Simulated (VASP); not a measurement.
Consider the following.

```xyz
4
Lattice="3.5222 0.0000 0.0000 0.0000 3.5222 0.0000 0.0000 0.0000 3.5222" Properties=species:S:1:pos:R:3 pbc="T T T"
Al     0.0000     0.0000     0.0000
Ni     0.0000     1.7611     1.7611
Ni     1.7611     0.0000     1.7611
Ni     1.7611     1.7611     0.0000
```
Starting moments (μB, in the order of the record's atoms Al Ni Ni Ni): 0.0 0.3 0.3 0.3.

The numbers are results of PBE GGA with D3 dispersion (zero damping), VASP's PBE PAW potentials (set 64) (plane waves; VASP 6.6.1), not measurements. Settings: 520 eV cut-off, 10×10×10 Γ-centred mesh, tetrahedra with Blöchl corrections, potentials Al Ni.

The cores are frozen, which limits the accuracy of field gradients.

### Question
Give the principal components of the electric field gradient (V/Å²) and the asymmetry η at each nucleus.

### Answer

| atom | Vxx | Vyy | Vzz | η |
|---|---|---|---|---|
| Al1 | 0.0 | 0.0 | 0.0 | - |
| Ni2 | 6.5 | 6.5 | -13.0 | 0.00 |
| Ni3 | 6.5 | 6.5 | -13.0 | 0.00 |
| Ni4 | 6.5 | 6.5 | -13.0 | 0.00 |

The compound is Ni3Al in the L1_2 structure. It was relaxed first.
